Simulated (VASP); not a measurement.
Here is the system:

```
MoSi2
1.0
   -1.60817     1.60817     3.93391
    1.60817    -1.60817     3.93391
    1.60817     1.60817    -3.93391
Si Mo
2 1
Direct
  0.66490   0.66490   0.00000
  0.33510   0.33510   0.00000
  0.00000   0.00000   0.00000
```

Calculation: PBE GGA, VASP's PBE PAW potentials (set 64) (plane waves; VASP). Settings: 480 eV cut-off, 12×12×12 Γ-centred mesh, first-order Methfessel-Paxton smearing of 0.10 eV, potentials Si Mo_sv.

Energy and stress use the plane-wave basis of the starting cell.

### Question
The ions, cell shape and volume at an external pressure of 20.0 GPa are relaxed. Which structure does the run end with?

### Answer

```
MoSi2
1.0
   -1.56245     1.56245     3.84678
    1.56245    -1.56245     3.84678
    1.56245     1.56245    -3.84678
Si Mo
2 1
Cartesian
  0.00000   0.00000   5.12493
  0.00000   0.00000   2.56864
  0.00000   0.00000   0.00000
```
Space group I4/mmm (139), at a tolerance of 0.03 Å.

### Question
How do energy and volume change from the first to the last step?

### Answer
The energy (σ→0) changes by +61.8 meV/atom and the volume by -7.7 %, in 11 ionic steps.

The compound is MoSi2 in the MoSi2 type structure. This run relaxes it under an external pressure of 20 GPa. Symmetry was kept, so distortions that lower it aren't found.
